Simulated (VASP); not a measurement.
Data:

```
Lu
1.0
    1.75667    -3.04265     0.00000
    1.75667     3.04265     0.00000
    0.00000     0.00000     5.31989
Lu
2
Direct
  0.33333   0.66667   0.25000
  0.66667   0.33333   0.75000
```

These are PBE GGA, VASP's PBE PAW potentials (set 64) (plane waves; VASP 6.6.1) values and carry that method's errors. Run with 480 eV cut-off, 12×12×6 Γ-centred mesh, first-order Methfessel-Paxton smearing of 0.10 eV, potentials Lu_3.

Task: Give the stress tensor in GPa (positive for a compressed cell).

Result: 
```
0.87  0.00  0.00
0.00  0.87  0.00
0.00  0.00  2.94
```
The pressure is its mean diagonal, 1.56 GPa.

The compound is Lu in the hcp structure. This cell was strained or had an atom moved on purpose.
